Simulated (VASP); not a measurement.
Given:

```
GaAs
1.0
    0.00000     2.87261     2.87261
    2.87261     0.00000     2.87261
    2.87261     2.87261     0.00000
Ga As
1 1
Cartesian
  0.00000   0.00000   0.00000
  1.43630   1.43630   1.43630
```

Calculation: PW91 GGA, VASP's PBE PAW potentials (set 64) (plane waves; VASP). Numerical set-up: 520 eV cut-off, 7×7×7 Γ-centred mesh, Gaussian smearing of 0.050 eV, potentials Ga_d As.

Question: What does the run give for the energy per atom (σ→0), band gap (on the k-mesh) with the smallest direct gap where there is one?

Answer: 
```json
{
  "band gap (on the k-mesh)": "0.15 eV",
  "smallest direct gap (on the k-mesh)": "0.15 eV",
  "energy per atom (σ→0)": "-4.161 eV/atom"
}
```

The compound is GaAs in the zinc blende structure. It was relaxed first, which changed the volume by +5 %. The start is the result of an earlier pass.
